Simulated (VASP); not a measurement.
Level of theory: HSE06 screened hybrid, VASP's PBE PAW potentials (set 64) (plane waves; VASP).

A VASP calculation is set up with these files.

**KPOINTS**
```
Automatic mesh
0
Gamma
1 1 1
0 0 0
```

**POSCAR**
```
OSi62
10.9370750
  0.9999999726   0.0000000000   0.0000000000
  0.0000000000   0.9999999726   0.0000000000
  0.0000000000   0.0000000000   0.9999999726
Si O
62 1
Cartesian
  0.4994152707   0.9988275249   0.0006022744
  0.6277025693   0.1241465953   0.1258137774
  0.7494357437   0.2501663899   0.9977339307
  0.8749606844   0.3732307908   0.1248539421
  0.7547017719   0.9970855842   0.2451211235
  0.8736658941   0.1245447729   0.3719966324
  0.0006044956   0.9992177363   0.9990682645
  0.1264928052   0.1240610903   0.1259923165
  0.2541876992   0.2504659530   0.0053635442
  0.3872353386   0.3724557480   0.1390809367
  0.5010981493   0.4967952404   0.0026373834
  0.6269080300   0.6227648609   0.1264845252
  0.7505152450   0.7458523718   0.9962429122
  0.8780269603   0.8692446554   0.1217144800
  0.2523476905   0.9989665989   0.2501191922
  0.3772790845   0.1241386557   0.3788445709
  0.5183826075   0.2461646412   0.2667021386
  0.7509387830   0.4957192243   0.2495166813
  0.8737760158   0.6231999537   0.3731763693
  0.4975838731   0.9944458494   0.5022671392
  0.6210432924   0.1246294692   0.6220887601
  0.7325954188   0.2471276548   0.4806419138
  0.8606624407   0.3727587553   0.6123716321
  0.7494545727   0.9991981441   0.7472305593
  0.8735758898   0.1241266962   0.8733351241
  0.9998596068   0.4997609497   0.0000109376
  0.1322398509   0.6184860837   0.1316877922
  0.2499597939   0.7456344595   0.0018166531
  0.3754122405   0.8722177000   0.1255562935
  0.0021187606   0.2500886776   0.2502053572
  0.1282776775   0.3731026863   0.3778754802
  0.2651770055   0.4998989396   0.2660940970
  0.3939013000   0.6317746224   0.3931237100
  0.5033013581   0.7499508336   0.2503237605
  0.6275766453   0.8773371366   0.3722859545
  0.9988048567   0.9992860038   0.5004291923
  0.1225717135   0.1250950574   0.6253348543
  0.2519280236   0.2489781371   0.5047991889
  0.3777709356   0.3753728143   0.6219360199
  0.6066323643   0.6316303182   0.6057551196
  0.7495064230   0.7501212062   0.4966596738
  0.8741384596   0.8725284563   0.6245150110
  0.2464171072   0.0011067473   0.7533277573
  0.3746236700   0.1250227555   0.8770196026
  0.4950654007   0.2490880327   0.7477480945
  0.6219859479   0.3731758139   0.8714664650
  0.7338946141   0.5000481117   0.7346995941
  0.8682292949   0.6185294785   0.8676432421
  0.0036852777   0.7461156754   0.2492438013
  0.1259000252   0.8741025212   0.3760659683
  0.9974396824   0.4970126771   0.4988444008
  0.1236404681   0.6201926107   0.6269968044
  0.2484271316   0.7479829562   0.5037537964
  0.3697030866   0.8744312749   0.6301555095
  0.9941751888   0.2505888746   0.7456126174
  0.1242473556   0.3746946562   0.8755244442
  0.2514476486   0.4933676547   0.7485136267
  0.3730841798   0.6200446900   0.8762675053
  0.4960378162   0.7477754537   0.7512086398
  0.6238481740   0.8737574316   0.8735880639
  0.9979407764   0.7458863536   0.7499386833
  0.1235847742   0.8711370528   0.8763612049
  0.5074811500   0.5924451892   0.4922511187
```

INCAR:
```
! general
SYSTEM   = OSi62
PREC     = Normal
ENCUT    = 400   ! plane-wave cut-off (eV)
LREAL    = Auto
LASPH    = .TRUE.   ! aspherical one-centre terms
ISYM     = 0
NELECT   = 255.0

! electronic loop
EDIFF    = 1E-5
NELM     = 50   ! most electronic steps
NELMIN   = 4
ALGO     = Normal   ! blocked Davidson

! smearing
ISMEAR   = 0   ! Gaussian
SIGMA    = 0.05   ! width (eV)

! functional
GGA      = PE
LHFCALC  = .TRUE.
AEXX     = 0.25
HFSCREEN = 0.2   ! 1/Angstrom
PRECFOCK = Fast

! spin
ISPIN    = 2   ! spin-polarised
MAGMOM   = 63*0.0159
NUPDOWN  = 1

! ions
ISIF     = 0

! output
LWAVE    = .FALSE.
LCHARG   = .FALSE.
LORBIT   = 10
```

POTCAR, in this order: Si O (PBE.64 set). Program: vasp_gam. Read from the step before: WAVECAR.

What VASP printed:

**OSZICAR**
```
       N       E                     dE             d eps       ncg     rms          rms(c)
DAV:   1    -0.384832227938E+03   -0.38483E+03   -0.12244E+01   640   0.813E+00    0.187E+01
DAV:   2    -0.384969026053E+03   -0.13680E+00   -0.57688E-01   696   0.155E+00    0.123E+01
DAV:   3    -0.384950155223E+03    0.18871E-01   -0.36405E-02   880   0.544E-01    0.743E+00
DAV:   4    -0.384945976678E+03    0.41785E-02   -0.45195E-02   688   0.407E-01    0.429E+00
DAV:   5    -0.384944399486E+03    0.15772E-02   -0.39860E-03   704   0.121E-01    0.248E+00
DAV:   6    -0.384943213227E+03    0.11863E-02   -0.21001E-03   776   0.117E-01    0.140E+00
DAV:   7    -0.384943113073E+03    0.10015E-03   -0.14354E-03   672   0.663E-02    0.803E-01
DAV:   8    -0.384942990715E+03    0.12236E-03   -0.62133E-05   728   0.303E-02    0.467E-01
DAV:   9    -0.384942970503E+03    0.20211E-04   -0.19936E-04   720   0.279E-02    0.256E-01
DAV:  10    -0.384942971186E+03   -0.68258E-06   -0.27985E-05   536   0.967E-03
   1 F= -.38494297E+03 E0= -.38494297E+03  d E =-.242883E-14  mag=     1.0000
```

OUTCAR:
```
------------------------ aborting loop because EDIFF is reached ----------------------------------------
  volume of cell :     1308.29
      direct lattice vectors                 reciprocal lattice vectors
    10.937074700  0.000000000  0.000000000     0.091432127  0.000000000  0.000000000
     0.000000000 10.937074700  0.000000000     0.000000000  0.091432127  0.000000000
     0.000000000  0.000000000 10.937074700     0.000000000  0.000000000  0.091432127
 POSITION                                       TOTAL-FORCE (eV/Angst)
 -----------------------------------------------------------------------------------
      5.46214     10.92425      0.00659        -0.019970     -0.003599      0.041908
      6.86523      1.35780      1.37603         0.043537     -0.032398     -0.007273
      8.19663      2.73609     10.91229         0.003136      0.006335      0.018313
      9.56951      4.08205      1.36554         0.029499     -0.017869     -0.026770
      8.25423     10.90520      2.68091        -0.010568      0.006011      0.005971
      9.55535      1.36216      4.06856         0.012459     -0.033430     -0.043273
      0.00661     10.92852     10.92688        -0.015397     -0.017620      0.021849
      1.38346      1.35687      1.37799         0.001814     -0.019976     -0.014287
      2.78007      2.73936      0.05866        -0.019953     -0.026584      0.017686
      4.23522      4.07358      1.52114         0.011800      0.080039     -0.015165
      5.48055      5.43349      0.02885         0.010105      0.038608      0.005910
      6.85654      6.81123      1.38337        -0.028877     -0.032696     -0.070058
      8.20844      8.15744     10.89598        -0.031780      0.033956      0.031494
      9.60305      9.50699      1.33120         0.011457      0.030236     -0.009047
      2.75995     10.92577      2.73557        -0.000389      0.015621      0.040214
      4.12633      1.35771      4.14345         0.032654     -0.028785      0.005819
      5.66959      2.69232      2.91694        -0.049973     -0.125154     -0.001794
      8.21307      5.42172      2.72898         0.077523      0.172314     -0.085384
      9.55655      6.81598      4.08146         0.060766     -0.038914      0.016948
      5.44211     10.87633      5.49333         0.002205      0.034817     -0.001864
      6.79240      1.36308      6.80383        -0.012865     -0.034257     -0.027774
      8.01245      2.70285      5.25682         0.009023     -0.139052      0.061444
      9.41313      4.07689      6.69755         0.016297      0.069644     -0.006285
      8.19684     10.92831      8.17252        -0.034903      0.016722      0.009063
      9.55437      1.35758      9.55173         0.022131     -0.020323     -0.010478
     10.93554      5.46592      0.00012        -0.042916     -0.104581      0.038029
      1.44632      6.76443      1.44028        -0.000067      0.084987     -0.045877
      2.73383      8.15506      0.01987         0.000736      0.035568      0.010552
      4.10591      9.53951      1.37322        -0.002284     -0.002235     -0.027000
      0.02317      2.73524      2.73651        -0.015574      0.012217     -0.000810
      1.40298      4.08065      4.13285         0.016946     -0.001487      0.013060
      2.90026      5.46743      2.91029        -0.022119     -0.095924     -0.024876
      4.30813      6.90977      4.29962         0.353288     -0.025434      0.320675
      5.50464      8.20227      2.73781         0.003518      0.018578      0.034087
      6.86385      9.59550      4.07172        -0.014554     -0.020140      0.008180
     10.92400     10.92927      5.47323        -0.035716     -0.011337      0.017081
      1.34058      1.36817      6.83933         0.014653     -0.024025     -0.037056
      2.75536      2.72309      5.52103        -0.013886      0.007217      0.049202
      4.13171      4.10548      6.80216        -0.032684     -0.020321      0.036891
      6.63478      6.90819      6.62519        -0.307851     -0.014101     -0.339598
      8.19741      8.20413      5.43200        -0.031078      0.010710     -0.002546
      9.56052      9.54291      6.83037         0.030148     -0.011919     -0.004091
      2.69508      0.01210      8.23920        -0.019601     -0.011859      0.022083
      4.09729      1.36738      9.59203         0.030794     -0.030775     -0.011426
      5.41457      2.72429      8.17818        -0.049770      0.007294      0.013845
      6.80271      4.08145      9.53129        -0.017416     -0.002871     -0.015202
      8.02666      5.46906      8.03546         0.007354     -0.097174      0.013757
      9.49589      6.76490      9.48948         0.049304      0.084687     -0.001153
      0.04031      8.16032      2.72600        -0.033002      0.028295      0.032004
      1.37698      9.56012      4.11306         0.004143     -0.008833     -0.041227
     10.90907      5.43586      5.45590        -0.009723      0.035167     -0.006532
      1.35227      6.78309      6.85751         0.006264     -0.016558     -0.021555
      2.71707      8.18075      5.50959         0.024133      0.007978      0.037986
      4.04347      9.56372      6.89206         0.030085     -0.003599     -0.036529
     10.87337      2.74071      8.15482        -0.014349     -0.024159      0.021605
      1.35890      4.09806      9.57568         0.017854      0.025659     -0.019244
      2.75010      5.39600      8.18655        -0.022466     -0.025857      0.014523
      4.08045      6.78148      9.58380         0.015794     -0.017676     -0.005955
      5.42520      8.17848      8.21603        -0.035756      0.010381     -0.017126
      6.82307      9.55635      9.55450         0.038379     -0.001848      0.004104
     10.91455      8.15781      8.20214        -0.004675      0.030206      0.000321
      1.35166      9.52769      9.58483         0.009154     -0.003258     -0.017994
      5.55036      6.47962      5.38379        -0.046789      0.243379      0.030643
 -----------------------------------------------------------------------------------
    total drift:                               -0.014773     -0.083142      0.044740
  FREE ENERGIE OF THE ION-ELECTRON SYSTEM (eV)
  ---------------------------------------------------
  free  energy   TOTEN  =      -384.9429711860 eV

  energy  without entropy=     -384.9429711860  energy(sigma->0) =     -384.94297119

  exchange ACFDT corr.  =         0.00000000  see jH, gK, PRB 81, 115126

 total charge

# of ion       s       p       d       tot
------------------------------------------
    1        0.763   0.947   0.000   1.710
    2        0.752   0.958   0.000   1.710
    3        0.748   0.963   0.000   1.711
    4        0.752   0.961   0.000   1.713
    5        0.750   0.972   0.000   1.722
    6        0.752   0.958   0.000   1.710
    7        0.750   0.961   0.000   1.710
    8        0.749   0.964   0.000   1.713
    9        0.755   0.931   0.000   1.686
   10        0.755   0.921   0.000   1.676
   11        0.750   0.962   0.000   1.712
   12        0.751   0.955   0.000   1.706
   13        0.754   0.953   0.000   1.707
   14        0.749   0.964   0.000   1.713
   15        0.753   0.953   0.000   1.705
   16        0.753   0.953   0.000   1.706
   17        0.785   0.841   0.000   1.627
   18        0.792   0.889   0.000   1.680
   19        0.751   0.956   0.000   1.707
   20        0.750   0.967   0.000   1.717
   21        0.753   0.952   0.000   1.705
   22        0.785   0.840   0.000   1.625
   23        0.755   0.920   0.000   1.675
   24        0.753   0.953   0.000   1.705
   25        0.749   0.964   0.000   1.713
...
```
(Selected blocks of OUTCAR.)

The cell is charged, with a uniform compensating background. The supercell is sampled at Γ alone, which is coarse: total energies, pressure and levels can be off, energies of defects by several tenths of an eV.

The cell is a supercell with a defect, built from Si (diamond): O_Si-vac_Si, charge -1. The cell's shape comes from a PBE relaxation.
